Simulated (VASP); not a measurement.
Here is the system:

```xyz
3
Lattice="0.0000 3.3035 3.3035 3.3035 0.0000 3.3035 3.3035 3.3035 0.0000" Properties=species:S:1:pos:R:3 pbc="T T T"
Os    -0.0508    -0.0117    -0.0320
Te     1.6578     1.6903     1.6511
Te     5.0000     4.9283     4.9878
```

Method: PBE GGA, VASP's PBE PAW potentials (set 64) (plane waves; VASP). Run with 300 eV cut-off, 3×3×3 Γ-centred mesh, Fermi-Dirac smearing of 0.050 eV, potentials Os Te.

At this cut-off the stress carries a Pulay error, which pulls relaxed volumes low.

### Question
Give the force on each atom (eV/Å).

### Answer

```
atom      Fx      Fy      Fz
----  ------  ------  ------
Os1    0.146   0.036   0.028
Te2    0.093  -0.257   0.121
Te3   -0.239   0.221  -0.149
```

### Question
Give the stress tensor in GPa (positive for a compressed cell).

### Answer

```
-2.86   0.19  -0.04
 0.19  -2.87   0.22
-0.04   0.22  -2.86
```
The pressure is its mean diagonal, -2.86 GPa.

The structure was generated: Te2Os was put into an ordered model structure, which need not be its known phase. The cell was not relaxed at this level, atoms are displaced from their ideal sites. The k-mesh is coarse (spacing up to 0.55 per Å, 2π included), so the numbers may not be converged in it.
